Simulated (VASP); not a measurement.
These are PBEsol GGA, VASP's PBE PAW potentials (set 64) (plane waves; VASP 6.6.1) values and carry that method's errors.

Input for VASP

File POSCAR:
```
KF(110) slab
1
    3.7572144912     0.0000000000     0.0000000000
    0.0000000000     5.3135040826     0.0000000000
    0.0000000000     0.0000000000    26.1693194648
K F
6 6
Direct
  0.0000000000   0.0000000000   0.3226867976
  0.5000000000   0.5000000000   0.3901121511
  0.0000000000   0.0000000000   0.4642878669
  0.5000000000   0.5000000000   0.5357121331
  0.0000000000   0.0000000000   0.6098878489
  0.5000000000   0.5000000000   0.6773132024
  0.5000000000   0.0000000000   0.3889833744
  0.0000000000   0.5000000000   0.3237948985
  0.5000000000   0.0000000000   0.5351381442
  0.0000000000   0.5000000000   0.4648618558
  0.5000000000   0.0000000000   0.6762051015
  0.0000000000   0.5000000000   0.6110166256
```

### KPOINTS
```
Regular mesh
0
gamma
  5 4 1
```

**INCAR**
```
ISMEAR = 0   # Gaussian
NELM = 100   # most electronic steps
LORBIT = 11   # lm-projected
NELMIN = 4
GGA = PS
LVHAR = .TRUE.
LCHARG = .FALSE.
ALGO = Normal
LASPH = .TRUE.
EDIFF = 1E-6
ENCUT = 450
PREC = Normal
SYSTEM = KF(110) slab
IDIPOL = 3
LWAVE = .FALSE.
DIPOL = 0.5 0.5 0.5
LDIPOL = .TRUE.
SIGMA = 0.05
LREAL = .FALSE.   # projection in real space or not
```

POTCAR, in this order: K_sv F (PBE.64 set). Program: vasp_std. Read from the step before: WAVECAR.

Output of the run:

**OUTCAR**
```
 ion  position               nearest neighbor table
   1  0.000  0.000  0.323-   7 2.56   7 2.56   8 2.66   8 2.66   2 3.70   2 3.70   2 3.70   2 3.70
                             3 3.71
   2  0.500  0.500  0.390-   8 2.56   8 2.56   7 2.66   7 2.66  10 2.71  10 2.71   1 3.70   1 3.70
                             1 3.70   1 3.70   3 3.79   3 3.79   3 3.79   3 3.79   4 3.81
   3  0.000  0.000  0.464-   9 2.64   9 2.64  10 2.66  10 2.66   7 2.72   7 2.72   1 3.71   4 3.75
                             4 3.75   4 3.75   4 3.75   2 3.79   2 3.79   2 3.79   2 3.79   5 3.81
   4  0.500  0.500  0.536-  10 2.64  10 2.64   9 2.66   9 2.66  12 2.72  12 2.72   6 3.71   3 3.75
                             3 3.75   3 3.75   3 3.75   5 3.79   5 3.79   5 3.79   5 3.79   2 3.81
   5  0.000  0.000  0.610-  11 2.56  11 2.56  12 2.66  12 2.66   9 2.71   9 2.71   6 3.70   6 3.70
                             6 3.70   6 3.70   4 3.79   4 3.79   4 3.79   4 3.79   3 3.81
   6  0.500  0.500  0.677-  12 2.56  12 2.56  11 2.66  11 2.66   5 3.70   5 3.70   5 3.70   5 3.70
                             4 3.71
   7  0.500  0.000  0.389-   1 2.56   1 2.56   2 2.66   2 2.66   3 2.72   3 2.72
   8  0.000  0.500  0.324-   2 2.56   2 2.56   1 2.66   1 2.66
   9  0.500  0.000  0.535-   3 2.64   3 2.64   4 2.66   4 2.66   5 2.71   5 2.71
  10  0.000  0.500  0.465-   4 2.64   4 2.64   3 2.66   3 2.66   2 2.71   2 2.71
  11  0.500  0.000  0.676-   5 2.56   5 2.56   6 2.66   6 2.66
  12  0.000  0.500  0.611-   6 2.56   6 2.56   5 2.66   5 2.66   4 2.72   4 2.72
  LATTYP: Found a simple orthorhombic cell.
 ALAT       =     3.7572144912
 B/A-ratio  =     1.4142136668
 C/A-ratio  =     6.9650853115
 Subroutine PRICEL returns:
 Original cell was already a primitive cell.
...
```

OSZICAR:
```
       N       E                     dE             d eps       ncg     rms          rms(c)
DAV:   1    -0.500843615034E+02   -0.50084E+02   -0.37467E-05  1042   0.298E-02    0.436E-03
DAV:   2    -0.500843606573E+02    0.84610E-06   -0.55870E-06  1100   0.114E-02    0.218E-03
DAV:   3    -0.500843600145E+02    0.64285E-06   -0.10542E-06   746   0.572E-03    0.191E-03
DAV:   4    -0.500843599087E+02    0.10582E-06   -0.25995E-07   724   0.263E-03
   1 F= -.50084360E+02 E0= -.50084360E+02  d E =-.102710E-11
```

OUTCAR:
```
------------------------ aborting loop because EDIFF is reached ----------------------------------------
  FORCE on cell =-STRESS in cart. coord.  units (eV):
  Direction    XX          YY          ZZ          XY          YZ          ZX
  --------------------------------------------------------------------------------------
  Total       -0.4428823     -4.8156750     -2.2532508      0.0000000      0.0000000      0.0000000
  in kB       -1.3581866    -14.7682254     -6.9100418      0.0000000      0.0000000      0.0000000
  external PRESSURE =      -7.6788179 kB  Pullay stress =       0.0000000 kB
  volume of cell :      522.44
      direct lattice vectors                 reciprocal lattice vectors
     3.757214491  0.000000000  0.000000000     0.266154621  0.000000000  0.000000000
     0.000000000  5.313504083  0.000000000     0.000000000  0.188199724  0.000000000
     0.000000000  0.000000000 26.169319465     0.000000000  0.000000000  0.038212686
 POSITION                                       TOTAL-FORCE (eV/Angst)
 -----------------------------------------------------------------------------------
      0.00000      0.00000      8.44449         0.000000      0.000000     -0.016563
      1.87861      2.65675     10.20897         0.000000      0.000000      0.005879
      0.00000      0.00000     12.15010         0.000000      0.000000     -0.015076
      1.87861      2.65675     14.01922         0.000000      0.000000      0.015076
      0.00000      0.00000     15.96035         0.000000      0.000000     -0.005879
      1.87861      2.65675     17.72483         0.000000      0.000000      0.016563
      1.87861      0.00000     10.17943         0.000000      0.000000      0.020010
      0.00000      2.65675      8.47349         0.000000      0.000000      0.027241
      1.87861      0.00000     14.00420         0.000000      0.000000     -0.023142
      0.00000      2.65675     12.16512         0.000000      0.000000      0.023142
      1.87861      0.00000     17.69583         0.000000      0.000000     -0.027241
      0.00000      2.65675     15.98989         0.000000      0.000000     -0.020010
 -----------------------------------------------------------------------------------
    total drift:                               -0.000000      0.000000      0.000000
  FREE ENERGIE OF THE ION-ELECTRON SYSTEM (eV)
  ---------------------------------------------------
  free  energy   TOTEN  =       -50.0843599087 eV

  energy  without entropy=      -50.0843599087  energy(sigma->0) =      -50.08435991

 total charge

# of ion       s       p       d       tot
------------------------------------------
    1        1.956   5.570   0.034   7.560
    2        1.958   5.578   0.038   7.575
    3        1.957   5.576   0.033   7.566
    4        1.957   5.576   0.033   7.566
    5        1.958   5.578   0.038   7.575
    6        1.956   5.570   0.034   7.560
    7        1.742   4.349   0.000   6.091
    8        1.742   4.335   0.000   6.077
    9        1.742   4.345   0.000   6.087
   10        1.742   4.345   0.000   6.087
   11        1.742   4.335   0.000   6.077
   12        1.742   4.349   0.000   6.091
--------------------------------------------------
tot         22.195  59.503   0.211  81.909
```
(Selected blocks of OUTCAR.)

At this cut-off the stress carries a Pulay error, which pulls relaxed volumes low.

The cell is a thin slab with vacuum, built from KF (rock salt): (110) face.
